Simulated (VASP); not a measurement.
The system is SrTiO3 (Tausonite).

```xyz
5
Lattice="3.8947 0.0000 0.0000 0.0000 3.8947 0.0000 0.0000 0.0000 3.8947" Properties=species:S:1:pos:R:3 pbc="T T T"
Sr    1.9474    1.9474    1.9474
Ti    0.0000    0.0000    0.0000
O     1.9474    0.0000    0.0000
O     0.0000    1.9474    0.0000
O     0.0000    0.0000    1.9474
```

Base run:

```yaml
Program: VASP 6.6.1
Functional: PBE-EpsX
Potentials_or_basis: VASP PAW PBE potentials, release 64 (Sr_sv, Ti_sv, O)
Cutoff: 520 eV
k_mesh: 4 × 4 × 4
Occupations: gaussian, width 0.03 eV
Spin: no spin polarisation
```

Its results: band gap on the k mesh 3.23 eV, indirect (least direct gap 3.60 eV); pressure 2.7 GPa.

Task: The run is repeated on the same cell with these changes: functional from PBE-EpsX to PBE. What comes out?

Result: Band gap on the k mesh 1.85 eV, indirect (least direct gap 2.20 eV); pressure 6.6 GPa.

PBE-EpsX gives the wider gap, since exact exchange removes part of the self-interaction.

Caveats: the PAW data sets were made with another functional, which shifts forces and pressure a little (some runs).
